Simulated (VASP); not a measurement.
# MoPt in VASP: work function with PBE

Aim: the work function of MoPt with PBE.

Program: VASP 6.6.1. These are calculated values, not measurements. Logs are shortened: lines on timing, memory, paths and dates and some standing lists are left out, and cuts for length are marked.

### 1 The structure

The cell holds a sheet with vacuum, 2 atoms: a = 3.551 Å, b = 3.551 Å, c = 23.800 Å, α = 90.00°, β = 90.00°, γ = 90.00°.

The cell was built by a generator and needn't be a form met in nature.

### 2 Work function, PBE

Contents of INCAR:

```
SYSTEM = MoPt
ALGO = Fast ; DIPOL = 0.5 0.5 0.294
EDIFF = 1E-6 ; ENCUT = 520
GGA = PE ; IDIPOL = 3
ISIF = 2 ; ISMEAR = 0
LASPH = .True. ; LCHARG = .True.
LDIPOL = .True. ; LELF = .True.
LREAL = .False. ; LVACPOTAV = .True.
LVHAR = .True. ; LWAVE = .False.
NELM = 100 ; PREC = Accurate
SIGMA = 0.05
```

Contents of KPOINTS:

```
k-points
0
Gamma
  8 8 1
  0 0 0
```

Contents of POSCAR:

```
MoPt
1.0
    3.5513000000      0.0000000000      0.0000000000
    0.0000000000      3.5513000000      0.0000000000
    0.0000000000      0.0000000000     23.8000000000
Mo Pt
1 1
Direct
    0.5000000000      0.5000000000      0.2941200000
    0.0000000000      0.0000000000      0.2941200000
```

Potentials or basis: VASP PAW PBE potentials, release 64 (Mo_sv, Pt).

Started as:

```console
> cat potpaw_PBE.64/Mo_sv/POTCAR potpaw_PBE.64/Pt/POTCAR > POTCAR
> mpirun -np 1 vasp_std > vasp.out
```

OUTCAR:

```text
SYSTEM = MoPt
   EDIFF = 1E-6
   ENCUT = 520
   GGA = PE
   ISIF = 2
   ISMEAR = 0
   LASPH = .True.
   LREAL = .False.
   NELM = 100
   PREC = Accurate

 ion  position               nearest neighbor table
   1  0.500  0.500  0.294-   2 2.51   2 2.51   2 2.51   2 2.51
   2  0.000  0.000  0.294-   1 2.51   1 2.51   1 2.51   1 2.51

  LATTYP: Found a simple tetragonal cell.
 ALAT       =     3.5513000000
 C/A-ratio  =     6.7017711824

  Lattice vectors:

 A1 = (   3.5513000000,   0.0000000000,   0.0000000000)
 A2 = (   0.0000000000,   3.5513000000,   0.0000000000)
 A3 = (   0.0000000000,   0.0000000000,  23.8000000000)

Analysis of symmetry for initial positions (statically):
=====================================================================
 Subroutine PRICEL returns:
 Original cell was already a primitive cell.

 Routine SETGRP: Setting up the symmetry group for a
 simple tetragonal supercell.

 Subroutine GETGRP returns: Found 16 space group operations
 (whereof  8 operations were pure point group operations)
 out of a pool of 16 trial point group operations.

The static configuration has the point symmetry C_4v.
 The point group associated with its full space group is D_4h.

Analysis of symmetry for dynamics (positions and initial velocities):
=====================================================================
 Subroutine PRICEL returns:
 Original cell was already a primitive cell.

 Routine SETGRP: Setting up the symmetry group for a
 simple tetragonal supercell.

 Subroutine GETGRP returns: Found 16 space group operations
 (whereof  8 operations were pure point group operations)
 out of a pool of 16 trial point group operations.

The dynamic configuration has the point symmetry C_4v.
 The point group associated with its full space group is D_4h.

 Subroutine INISYM returns: Found 16 space group operations
 (whereof  8 operations are pure point group operations),
 and found     1 'primitive' translations

----------------------------------------------------------------------------------------

                                     Primitive cell

  volume of cell :     300.1592

  direct lattice vectors                    reciprocal lattice vectors
     3.551300000  0.000000000  0.000000000     0.281587024  0.000000000  0.000000000
     0.000000000  3.551300000  0.000000000     0.000000000  0.281587024  0.000000000
     0.000000000  0.000000000 23.800000000     0.000000000  0.000000000  0.042016807

  length of vectors
     3.551300000  3.551300000 23.800000000     0.281587024  0.281587024  0.042016807
[... 70 lines left out ...]
   NELM   =    100;   NELMIN=  2; NELMDL= -5     # of ELM steps
   EDIFF  = 0.1E-05   stopping-criterion for ELM
[... 8 lines left out ...]
   TEBEG  =    0.0;   TEEND  =   0.0 temperature during run
   PSTRESS=    0.0 pullay stress
   NELECT =      24.0000    total number of electrons
   NUPDOWN=      -1.0000    fix difference up-down
   EMIN   =  10.00;   EMAX   =-10.00  energy-range for DOS
   EFERMI =   0.00;   METHOD = LEGACY
   ISMEAR =     0;   SIGMA  =   0.05  broadening in eV -4-tet -1-fermi 0-gaus
   EFERMI_NEDOS =   21; number of points for ismear=-14 and -15
   IALGO  =     68    algorithm
   IMIX   =      4    mixing-type and parameters
     AMIX     =   0.40;   BMIX     =  1.00
     AMIX_MAG =   1.60;   BMIX_MAG =  1.00
  volume/ion in A,a.u.               =     150.08      1012.79
  Fermi-wavevector in a.u.,A,eV,Ry     =   0.705280  1.332785  6.767802  0.497419
  Thomas-Fermi vector in A             =   1.790748
   LORBIT       =      0    0 simple, 1 ext, 2 COOP (PROOUT), +10 PAW based schemes
   GGA     = PE    functional components
   LHFCALC =     F    Hartree Fock is set to
   AEXX    =    0.0000 exact exchange contribution
   IVDW    =     0    specifies the selected vdW correction
   LEPSILON=     F    determine dielectric tensor
   LRPA    =     F    only Hartree local field effects (RPA)
 non-spin polarized calculation
 RMM-DIIS sequential band-by-band and
 Gauss-broadening in eV      SIGMA  =   0.05
  energy-cutoff  :      520.00
  volume of cell :      300.16
 maximum number of plane-waves:      8125
 NGX is ok and might be reduce to    28
   NGX = 13   NGY = 13   NGZ = 89

 dipolmoment           0.000000      0.000000     -0.000013 electrons x Angstroem

 number of electron      24.0000004 magnetization

 dipolmoment           0.000000      0.000000      0.000005 electrons x Angstroem

 Free energy of the ion-electron system (eV)
  ---------------------------------------------------
  ext. energy  EPLUGINS =         0.00000000
  ---------------------------------------------------
  free energy    TOTEN  =       -13.21011808 eV

  energy without entropy =      -13.20498269  energy(sigma->0) =      -13.20755038

 E-fermi :  -3.1864     XC(G=0):  -2.1734

 val. band max:       -3.2176883786   @ k =   0.5000   0.0000   0.0000
 cond. band min:      -3.1786634157   @ k =   0.5000   0.2500   0.0000
 fundamental gap:      0.0390249628
 Fermi energy:        -3.1863583503

 k-point     1 :       0.0000    0.0000    0.0000
  band No.  band energies     occupation
      1     -64.5733      2.00000
      2     -38.6473      2.00000
      3     -38.6473      2.00000
      4     -38.6353      2.00000
      5     -10.0570      2.00000
      6      -9.6199      2.00000
[... 262 lines left out ...]
      3     -38.7043      2.00000
      4     -38.6244      2.00000
      5      -8.4460      2.00000
      6      -8.2867      2.00000
[... 8 lines left out ...]
     15      -1.5224      0.00000
     16      -1.5224      0.00000

------------------------ aborting loop because EDIFF is reached ----------------------------------------

  FORCE on cell =-STRESS in cart. coord.  units (eV):
  Direction    XX          YY          ZZ          XY          YZ          ZX
  --------------------------------------------------------------------------------------
  -------------------------------------------------------------------------------------
  Total       -0.7870321     -0.7870321     -0.0186124      0.0000000      0.0000000      0.0000000
  in kB       -4.2009873     -4.2009873     -0.0993483      0.0000000      0.0000000      0.0000000
  external PRESSURE =      -2.8337743 kB  Pullay stress =       0.0000000 kB

 VOLUME and BASIS-vectors are now :
 -----------------------------------------------------------------------------
  energy-cutoff  :      520.00
  volume of cell :      300.16
      direct lattice vectors                 reciprocal lattice vectors
     3.551300000  0.000000000  0.000000000     0.281587024  0.000000000  0.000000000
     0.000000000  3.551300000  0.000000000     0.000000000  0.281587024  0.000000000
     0.000000000  0.000000000 23.800000000     0.000000000  0.000000000  0.042016807

 POSITION                                       TOTAL-FORCE (eV/Angst)
 -----------------------------------------------------------------------------------
      1.77565      1.77565      7.00006         0.000000      0.000000      0.000000
      0.00000      0.00000      7.00006        -0.000000     -0.000000     -0.000000
 -----------------------------------------------------------------------------------
    total drift:                                0.000000      0.000000      0.000108

  FREE ENERGIE OF THE ION-ELECTRON SYSTEM (eV)
  ---------------------------------------------------
  free  energy   TOTEN  =       -13.2101180750 eV

  energy  without entropy=      -13.2049826909  energy(sigma->0) =      -13.20755038

 vacuum level on the upper side and lower side of the slab         1.822         1.822
```

OSZICAR:

```text
N       E                     dE             d eps       ncg     rms          rms(c)
DAV:   1     0.117354872194E+03    0.11735E+03   -0.11519E+04   720   0.109E+03
DAV:   2    -0.538411897325E+01   -0.12274E+03   -0.12133E+03   648   0.209E+02
DAV:   3    -0.140785262654E+02   -0.86944E+01   -0.85341E+01   704   0.488E+01
[... 14 lines left out ...]
RMM:  18    -0.132100836236E+02   -0.31130E-04   -0.18772E-06   309   0.504E-03    0.105E-03
RMM:  19    -0.132101068839E+02   -0.23260E-04   -0.16439E-06   277   0.410E-03    0.524E-04
RMM:  20    -0.132101129128E+02   -0.60289E-05   -0.27419E-07   159   0.215E-03    0.208E-04
RMM:  21    -0.132101176731E+02   -0.47603E-05   -0.33654E-07   141   0.201E-03    0.142E-04
RMM:  22    -0.132101180750E+02   -0.40195E-06   -0.55293E-08    85   0.153E-03
   1 F= -.13210118E+02 E0= -.13207550E+02  d E =-.513538E-02
```

Wall time 2.1 min (1 thread of Intel Xeon Platinum 8488C (Sapphire Rapids), shared host); peak memory 0.4 GiB.

Results:

```yaml
Free_energy: -13.2101 eV
Band_gap_on_the_k_mesh: none (metal or under the smearing width)
Work_function_of_the_upper_face: 5.01 eV
Work_function_of_the_lower_face: 5.01 eV
```

### 3 For comparison

An earlier run on the cell as given: functional PBE; potentials or basis VASP PAW PBE potentials, release 64 (Mo_sv, Pt); cutoff 520 eV; k mesh 8 × 8 × 1; occupations fermi-dirac, width 0.05 eV; no spin polarisation.

* Band gap on the k mesh: none (metal or under the smearing width)
